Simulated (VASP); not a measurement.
# FeC23 (a cell with a defect) in VASP: a series of runs

Aim: see how the results for FeC23 (a cell with a defect) move with the level of theory and the settings. Levels: PBEsol, HSE06. Tasks: single point.

Program: VASP 6.6.1. These are calculated values, not measurements. Logs are shortened: lines on timing, memory, paths and dates and some standing lists are left out, and cuts for length are marked.

### Step 1. Starting point

The cell holds a defect, 24 atoms: a = 7.566 Å, b = 5.044 Å, c = 5.044 Å, α = 60.00°, β = 60.00°, γ = 60.00°.

### Step 2. Single point, PBEsol, collinear spin, ferromagnetic start

INCAR reads:

```
  PREC = Accurate
  ENCUT = 450
  EDIFF = 1E-5
  ISMEAR = 0
  SIGMA = 0.03
  LREAL = Auto
  LASPH = True
  NELM = 120
  ALGO = Normal
  ISIF = 2
  LWAVE = False
  LCHARG = False
  ISPIN = 2
  MAGMOM = 4 0 0 0 0 0 0 0 0 0 0 0 0 0 0 0 0 0 0 0 0 0 0 0
  LORBIT = 11
  NUPDOWN = 4
  LMAXMIX = 4
  GGA = PS
  ISYM = 0
  KPAR = 4
```

KPOINTS reads:

```
Automatic mesh
0
Gamma
  3 4 4
```

POSCAR reads:

```
FeC23                                   
1.0
    0.0000000000      5.3503200000      5.3503200000
    3.5668800000      0.0000000000      3.5668800000
    3.5668800000      3.5668800000      0.0000000000
  Fe              C             
     1    23
Direct
     0.9887812003518396    0.0035095493225597    0.0025433050759305
     0.0009720274647805    0.0012978266346831    0.4974915681576178
     0.0009606724719389    0.4996026386903235    0.9992003101547647
     0.0018500239873887    0.4998194911695071    0.4981538840754685
     0.3316025107015164    0.0040306714135568    0.0020153481488268
     0.3398819608821840    0.9998208604701083    0.4896845031909992
     0.3399293159200436    0.4914820861062373    0.9978996669069361
     0.3324283671450455    0.5018645507615211    0.4998807947788481
     0.6666450231165345    0.0002417947162420    0.9980459168836429
     0.6582199402562388    0.0046951816488296    0.5076286185480671
     0.6582325723394713    0.5097688207946791    0.0025625123493719
     0.6674361371849548    0.5009771297756312    0.4987519729835981
     0.0948917053949886    0.1390415820957763    0.1368952351482661
     0.1008744812310177    0.1364080594062730    0.5756272317025617
     0.1010153860489368    0.5768387919028645    0.1348020005751169
     0.0846900480882786    0.6255018970438799    0.6234833636389564
     0.4271213701037793    0.1178575342271297    0.1159550686661090
     0.4117192672226143    0.1266050905148163    0.6316695364298599
     0.4116944856370726    0.6337033403979870    0.1246168813517003
     0.4183122089744955    0.6245350980882984    0.6225367763369629
     0.7035200479114944    0.1521409187672109    0.1498907236644922
     0.7504928083409613    0.1272701699955985    0.6238756751499247
     0.7505601220619622    0.6261061572723895    0.1249987450387553
     0.7481033171624430    0.6271917587838944    0.6250953610432248
```

Potentials or basis: VASP PAW PBE potentials, release 64 (Fe, C).

Run with:

```
$ cat potpaw_PBE.64/Fe/POTCAR potpaw_PBE.64/C/POTCAR > POTCAR
$ mpirun -np 4 vasp_std > vasp.out
```

OUTCAR:

```text
PREC = Accurate
   ENCUT = 450
   EDIFF = 1E-5
   ISMEAR = 0
   LREAL = Auto
   LASPH = True
   NELM = 120
   ISIF = 2
   ISPIN = 2
   LORBIT = 11
   NUPDOWN = 4
   GGA = PS
   ISYM = 0

 ion  position               nearest neighbor table
   1  0.989  0.004  0.003-  15 1.76  14 1.76  21 1.76  13 1.77   9 2.46   3 2.51   2 2.51   4 2.52
                            10 2.52   4 2.53  11 2.53   2 2.54   3 2.54   5 2.59
   2  0.001  0.001  0.497-  13 1.49  14 1.51  22 1.55  16 1.55   1 2.51   1 2.54
   3  0.001  0.500  0.999-  13 1.49  15 1.51  23 1.55  16 1.55   1 2.51   1 2.54
   4  0.002  0.500  0.498-  15 1.51  14 1.51  16 1.55  24 1.57   1 2.52   1 2.53
   5  0.332  0.004  0.002-  13 1.47  19 1.53  18 1.53  17 1.53   1 2.59
   6  0.340  1.000  0.490-  14 1.48  17 1.54  20 1.55  18 1.55
   7  0.340  0.491  0.998-  15 1.48  17 1.54  20 1.55  19 1.55
   8  0.332  0.502  0.500-  16 1.53  20 1.54  18 1.55  19 1.55
   9  0.667  0.000  0.998-  17 1.48  21 1.51  23 1.54  22 1.54   1 2.46
  10  0.658  0.005  0.508-  21 1.49  18 1.52  22 1.55  24 1.56   1 2.52
  11  0.658  0.510  0.003-  21 1.49  19 1.52  23 1.55  24 1.56   1 2.53
  12  0.667  0.501  0.499-  24 1.54  20 1.54  22 1.54  23 1.54
  13  0.095  0.139  0.137-   5 1.47   3 1.49   2 1.49   1 1.77
  14  0.101  0.136  0.576-   6 1.48   2 1.51   4 1.51   1 1.76
  15  0.101  0.577  0.135-   7 1.48   3 1.51   4 1.51   1 1.76
  16  0.085  0.626  0.623-   8 1.53   4 1.55   3 1.55   2 1.55
  17  0.427  0.118  0.116-   9 1.48   5 1.53   7 1.54   6 1.54
  18  0.412  0.127  0.632-  10 1.52   5 1.53   8 1.55   6 1.55
  19  0.412  0.634  0.125-  11 1.52   5 1.53   8 1.55   7 1.55
  20  0.418  0.625  0.623-  12 1.54   8 1.54   6 1.55   7 1.55
  21  0.704  0.152  0.150-  11 1.49  10 1.49   9 1.51   1 1.76
  22  0.750  0.127  0.624-  12 1.54   9 1.54   2 1.55  10 1.55
  23  0.751  0.626  0.125-  12 1.54   9 1.54   3 1.55  11 1.55
  24  0.748  0.627  0.625-  12 1.54  11 1.56  10 1.56   4 1.57

IMPORTANT INFORMATION: All symmetrisations will be switched off!
NOSYMM: (Re-)initialisation of all symmetry stuff for point group C_1.

----------------------------------------------------------------------------------------

                                     Primitive cell

  volume of cell :     136.1403

  direct lattice vectors                    reciprocal lattice vectors
     0.000000000  5.350320000  5.350320000    -0.093452354  0.093452354  0.093452354
     3.566880000  0.000000000  3.566880000     0.140178531 -0.140178531  0.140178531
     3.566880000  3.566880000  0.000000000     0.140178531  0.140178531 -0.140178531

  length of vectors
     7.566495107  5.044330071  5.044330071     0.161864226  0.242796338  0.242796338

  position of ions in fractional coordinates (direct lattice)
     0.988781200  0.003509549  0.002543305
     0.000972027  0.001297827  0.497491568
     0.000960672  0.499602639  0.999200310
     0.001850024  0.499819491  0.498153884
     0.331602511  0.004030671  0.002015348
     0.339881961  0.999820860  0.489684503
[... 16 lines left out ...]
     0.750560122  0.626106157  0.124998745
     0.748103317  0.627191759  0.625095361

  ion indices of the primitive-cell ions
   primitive index   ion index
                 1           1
                 2           2
                 3           3
                 4           4
                 5           5
                 6           6
[... 16 lines left out ...]
                23          23
                24          24

----------------------------------------------------------------------------------------

 KPOINTS: Automatic mesh

Automatic generation of k-mesh.
 Grid dimensions read from file:
 generate k-points for:    3    4    4

 Generating k-lattice:

  Cartesian coordinates                     Fractional coordinates (reciprocal lattice)
    -0.031150785  0.031150785  0.031150785     0.333333333  0.000000000  0.000000000
     0.035044633 -0.035044633  0.035044633     0.000000000  0.250000000  0.000000000
     0.035044633  0.035044633 -0.035044633     0.000000000  0.000000000  0.250000000

  Length of vectors
     0.053954742  0.060699085  0.060699085

  Shift w.r.t. Gamma in fractional coordinates (k-lattice)
     0.000000000  0.000000000  0.000000000

 -----------------------------------------------------------------------------
|                                                                             |
|           W    W    AA    RRRRR   N    N  II  N    N   GGGG   !!!           |
|           W    W   A  A   R    R  NN   N  II  NN   N  G    G  !!!           |
|           W    W  A    A  R    R  N N  N  II  N N  N  G       !!!           |
|           W WW W  AAAAAA  RRRRR   N  N N  II  N  N N  G  GGG   !            |
|           WW  WW  A    A  R   R   N   NN  II  N   NN  G    G                |
|           W    W  A    A  R    R  N    N  II  N    N   GGGG   !!!           |
|                                                                             |
|     Your reciprocal lattice and k-lattice belong to different lattice       |
|     classes:                                                                |
[... 48 lines left out ...]
   ions per type =               1  23
   NGX,Y,Z   is equivalent  to a cutoff of  11.86, 11.86, 11.86 a.u.
   NGXF,Y,Z  is equivalent  to a cutoff of  23.73, 23.73, 23.73 a.u.
 SYSTEM =  unknown system
   PREC   = accura    normal or accurate (medium, high low for compatibility)
   ISTART =      0    job   : 0-new  1-cont  2-samecut
   ICHARG =      2    charge: 1-file 2-atom 10-const
   ISPIN  =      2    spin polarized calculation?
   LNONCOLLINEAR =      F non collinear calculations
   LSORBIT =      F    spin-orbit coupling
   LASPH  =      T    aspherical Exc in radial PAW
   ENCUT  =  450.0 eV  33.07 Ry    5.75 a.u.  13.09  8.73  8.73*2*pi/ulx,y,z
   NELM   =    120;   NELMIN=  2; NELMDL= -5     # of ELM steps
   EDIFF  = 0.1E-04   stopping-criterion for ELM
   LREAL  =      T    real-space projection
   EDIFFG = 0.1E-03   stopping-criterion for IOM
   NSW    =      0    number of steps for IOM
   IBRION =     -1    ionic relax: 0-MD 1-quasi-New 2-CG
   NFREE  =      0    steps in history (QN), initial steepest desc. (CG)
   ISIF   =      2    stress and relaxation
   ISYM   =      0    0-nonsym 1-usesym 2-fastsym
   POTIM  = 0.5000    time-step for ionic-motion
   TEBEG  =    0.0;   TEEND  =   0.0 temperature during run
   PSTRESS=    0.0 pullay stress
   NELECT =     100.0000    total number of electrons
   NUPDOWN=       4.0000    fix difference up-down
   EMIN   =  10.00;   EMAX   =-10.00  energy-range for DOS
   EFERMI =   0.00;   METHOD = LEGACY
   ISMEAR =     0;   SIGMA  =   0.03  broadening in eV -4-tet -1-fermi 0-gaus
   EFERMI_NEDOS =   21; number of points for ismear=-14 and -15
   IALGO  =     38    algorithm
   IMIX   =      4    mixing-type and parameters
     AMIX     =   0.40;   BMIX     =  1.00
     AMIX_MAG =   1.60;   BMIX_MAG =  1.00
  volume/ion in A,a.u.               =       5.67        38.28
  Fermi-wavevector in a.u.,A,eV,Ry     =   1.477109  2.791331 29.685890  2.181851
  Thomas-Fermi vector in A             =   2.591554
   LORBIT       =     11    0 simple, 1 ext, 2 COOP (PROOUT), +10 PAW based schemes
   GGA     = PS    functional components
   LHFCALC =     F    Hartree Fock is set to
   AEXX    =    0.0000 exact exchange contribution
   IVDW    =     0    specifies the selected vdW correction
   LEPSILON=     F    determine dielectric tensor
   LRPA    =     F    only Hartree local field effects (RPA)
 spin polarized calculation
 Gauss-broadening in eV      SIGMA  =   0.03
  energy-cutoff  :      450.00
  volume of cell :      136.14
 maximum number of plane-waves:      2968
 NGX is ok and might be reduce to    54
   NGX = 27   NGY = 17   NGZ = 17

 number of electron     100.0000014 magnetization       4.0000001

 Free energy of the ion-electron system (eV)
  ---------------------------------------------------
  ext. energy  EPLUGINS =         0.00000000
  ---------------------------------------------------
  free energy    TOTEN  =      -220.63903575 eV

  energy without entropy =     -220.63783340  energy(sigma->0) =     -220.63843458

 E-fermi :   9.5150     XC(G=0): -13.6205

 val. band max:       12.4147311341   @ k =   0.3333   0.2500   0.2500
 cond. band min:      10.2581530070   @ k =   0.3333   0.0000   0.0000
 fundamental gap:     -2.1565781271
 Fermi energy:        12.4344692747

 spin component 1

 k-point     1 :       0.0000    0.0000    0.0000
  band No.  band energies     occupation
      1     -11.7312      1.00000
      2      -8.9382      1.00000
      3      -8.5255      1.00000
      4      -6.2529      1.00000
      5      -6.1306      1.00000
      6      -6.1209      1.00000
[... 1549 lines left out ...]
     61      17.4288      0.00000
     62      17.7061      0.00000

 [... further k-points ...]

 spin component 2

 k-point     1 :       0.0000    0.0000    0.0000
  band No.  band energies     occupation
      1     -11.6421      1.00000
      2      -8.8174      1.00000
      3      -8.4569      1.00000
      4      -6.1679      1.00000
      5      -6.0299      1.00000
      6      -6.0219      1.00000
[... 1549 lines left out ...]
     61      17.5478      0.00000
     62      17.8293      0.00000

 [... further k-points ...]

 [bands above 62 left out]

------------------------ aborting loop because EDIFF is reached ----------------------------------------

  FORCE on cell =-STRESS in cart. coord.  units (eV):
  Direction    XX          YY          ZZ          XY          YZ          ZX
  --------------------------------------------------------------------------------------
  -------------------------------------------------------------------------------------
  Total       25.5216605     22.1717227     22.1064905     -4.2798401      2.3865246     -4.1964475
  in kB      300.3535427    260.9295529    260.1618624    -50.3676139     28.0859909    -49.3862020
  external PRESSURE =     273.8149860 kB  Pullay stress =       0.0000000 kB

 VOLUME and BASIS-vectors are now :
 -----------------------------------------------------------------------------
  energy-cutoff  :      450.00
  volume of cell :      136.14
      direct lattice vectors                 reciprocal lattice vectors
     0.000000000  5.350320000  5.350320000    -0.093452354  0.093452354  0.093452354
     3.566880000  0.000000000  3.566880000     0.140178531 -0.140178531  0.140178531
     3.566880000  3.566880000  0.000000000     0.140178531  0.140178531 -0.140178531

 POSITION                                       TOTAL-FORCE (eV/Angst)
 -----------------------------------------------------------------------------------
      0.02159      5.29937      5.30281         0.076901     -0.114393     -0.089309
      1.77912      1.77969      0.00983         0.005373      0.009902     -0.139283
      5.34605      3.56917      1.78716        -0.002334     -0.133135      0.003712
      3.55965      1.78675      1.79269         0.125895     -0.005509      0.002851
      0.02157      1.78137      1.78856        -0.030344      0.054385      0.055827
      5.31289      3.56512      5.38472        -0.057780      0.013792      0.041100
[... 16 lines left out ...]
      2.67910      4.46159      6.24898         0.002998     -0.010118     -0.024121
      4.46676      6.23223      6.23971         0.016573      0.001847     -0.003168
 -----------------------------------------------------------------------------------
    total drift:                               -0.001211      0.002466      0.000517

  FREE ENERGIE OF THE ION-ELECTRON SYSTEM (eV)
  ---------------------------------------------------
  free  energy   TOTEN  =      -220.6390357491 eV

  energy  without entropy=     -220.6378334033  energy(sigma->0) =     -220.63843458

 total charge

# of ion       s       p       d       tot
------------------------------------------
    1        0.757   0.970   6.647   8.374
    2        0.831   1.760   0.000   2.591
    3        0.831   1.760   0.000   2.592
    4        0.828   1.743   0.000   2.571
    5        0.839   1.794   0.000   2.633
    6        0.831   1.760   0.000   2.591
[... 16 lines left out ...]
   23        0.828   1.738   0.000   2.566
   24        0.825   1.722   0.000   2.548
--------------------------------------------------
tot         19.965  41.610   6.647  68.221

 magnetization (x)

# of ion       s       p       d       tot
------------------------------------------
    1        0.032   0.266   2.530   2.828
    2        0.006   0.026   0.000   0.032
    3        0.006   0.026   0.000   0.032
    4        0.006   0.026   0.000   0.031
    5        0.006   0.020   0.000   0.027
    6        0.003   0.009   0.000   0.012
[... 16 lines left out ...]
   23        0.002   0.011   0.000   0.013
   24        0.002   0.011   0.000   0.014
--------------------------------------------------
tot          0.117   0.823   2.530   3.469
```

It took 3.1 min on 4 MPI ranks of Intel Xeon 6975P-C (Granite Rapids), shared host; peak memory 0.44 GiB.

What came out:

| Quantity | Value |
| --- | --- |
| Free energy | -220.6390 eV |
| Largest force | 0.164 eV/Å |
| Net moment | 4.00 μB per cell |
| Site moments | Fe +2.83; C +0.03, +0.01, -0.00, +0.02, +0.06, +0.07, +0.05, +0.13 μB |
| Valence electrons inside the program's atomic spheres | Fe 8.37; C 2.59, 2.57, 2.63, 2.58, 2.62, 2.69, 2.67, 2.70, 2.55 |

Forces on the atoms (eV/Å):
```
Fe   0.077 -0.114 -0.089
C    0.005  0.010 -0.139
C   -0.002 -0.133  0.004
C    0.126 -0.006  0.003
C   -0.030  0.054  0.056
C   -0.058  0.014  0.041
C   -0.053  0.042  0.020
C    0.004  0.011  0.017
C   -0.093 -0.013 -0.016
C    0.030  0.051 -0.030
C    0.033 -0.036  0.049
C   -0.001  0.006 -0.001
C   -0.024  0.046  0.038
C   -0.101  0.058  0.111
C   -0.098  0.109  0.073
C   -0.010  0.004  0.003
C    0.022 -0.004 -0.003
C    0.010 -0.020 -0.015
C    0.003 -0.012 -0.020
C    0.005  0.002 -0.002
C    0.138 -0.059 -0.060
C   -0.003 -0.004 -0.012
C    0.003 -0.010 -0.024
C    0.017  0.002 -0.003
```

Caveat: the k mesh is coarse (spacing up to 0.38 Å⁻¹), so the values aren't converged; the cutoff is under 1.25 times the usual one of these potentials, so pressure, stress and relaxed cells hold a basis-set (Pulay) error; the PAW data sets were made with another functional, which shifts forces and pressure a little; the total moment is fixed, so each spin has its own Fermi level.

### Step 3. Single point, HSE06, collinear spin, ferromagnetic start

POSCAR is that of step 2.

INCAR.step1 reads:

```
  PREC = Accurate
  ENCUT = 450
  EDIFF = 1E-5
  ISMEAR = 0
  SIGMA = 0.03
  LREAL = Auto
  LASPH = True
  NELM = 70
  ALGO = Normal
  ISIF = 2
  LWAVE = True
  LCHARG = False
  ISPIN = 2
  MAGMOM = 4 0 0 0 0 0 0 0 0 0 0 0 0 0 0 0 0 0 0 0 0 0 0 0
  LORBIT = 11
  NUPDOWN = 4
  LMAXMIX = 4
  ISYM = -1
  TIME = 0.4
  NKRED = 2
  GGA = PE
  KPAR = 2
```

INCAR.step2 reads:

```
  PREC = Accurate
  ENCUT = 450
  EDIFF = 1E-4
  ISMEAR = 0
  SIGMA = 0.03
  LREAL = Auto
  LASPH = True
  NELM = 70
  ALGO = Damped
  ISIF = 2
  LWAVE = False
  LCHARG = False
  ISPIN = 2
  MAGMOM = 4 0 0 0 0 0 0 0 0 0 0 0 0 0 0 0 0 0 0 0 0 0 0 0
  LORBIT = 11
  NUPDOWN = 4
  LMAXMIX = 4
  GGA = PE
  LHFCALC = True
  HFSCREEN = 0.2
  PRECFOCK = Fast
  ISYM = -1
  TIME = 0.4
  NKRED = 2
  ISTART = 1
  KPAR = 2
```

KPOINTS reads:

```
Automatic mesh
0
Gamma
  2 2 2
```

Potentials or basis: VASP PAW PBE potentials, release 64 (Fe, C).

Run with:

```
$ cat potpaw_PBE.64/Fe/POTCAR potpaw_PBE.64/C/POTCAR > POTCAR
$ cp INCAR.step1 INCAR
$ mpirun -np 4 vasp_std > vasp.out
$ cp INCAR.step2 INCAR
$ mpirun -np 4 vasp_std > vasp.out
```

Wall time 5.4 min (4 MPI ranks of Intel Xeon 6975P-C (Granite Rapids), shared host); peak memory 0.4 GiB.

The run converged. Its results:

| Property | Result |
| --- | --- |
| Free energy | -247.4845 eV |
| Largest force | 0.474 eV/Å |
| Net moment | 4.00 μB per cell |
| Site moments | Fe +3.09; C +0.03, +0.02, +0.01, -0.00, +0.00, +0.04, +0.13 μB |
| Valence electrons inside the program's atomic spheres | Fe 8.40; C 2.60, 2.58, 2.64, 2.59, 2.63, 2.71, 2.68, 2.73, 2.56 |

Forces in eV/Å, atoms in the order of the input:
```
Fe  -0.015 -0.140 -0.111
C   -0.099 -0.014  0.006
C   -0.107  0.018 -0.021
C    0.181  0.016  0.024
C    0.039  0.177  0.179
C   -0.174  0.045  0.192
C   -0.170  0.194  0.052
C   -0.035  0.051  0.057
C    0.174 -0.118 -0.121
C    0.079 -0.089 -0.053
C    0.083 -0.059 -0.088
C   -0.027  0.026  0.019
C    0.233  0.296  0.288
C   -0.225 -0.170  0.210
C   -0.219  0.201 -0.154
C    0.028 -0.006 -0.007
C   -0.061 -0.072 -0.070
C    0.008  0.045 -0.037
C    0.000 -0.033  0.044
C    0.033 -0.037 -0.041
C    0.188 -0.247 -0.253
C    0.029 -0.014 -0.033
C    0.035 -0.031 -0.036
C    0.021 -0.039 -0.045
```

Caveat: the k mesh is coarse (spacing up to 0.76 Å⁻¹), so the values aren't converged, least of all with exact exchange; the cutoff is under 1.25 times the usual one of these potentials, so pressure, stress and relaxed cells hold a basis-set (Pulay) error; the PAW data sets were made with another functional, which shifts forces and pressure a little; the total moment is fixed, so each spin has its own Fermi level.

(Part 1 of 2 ends here.)
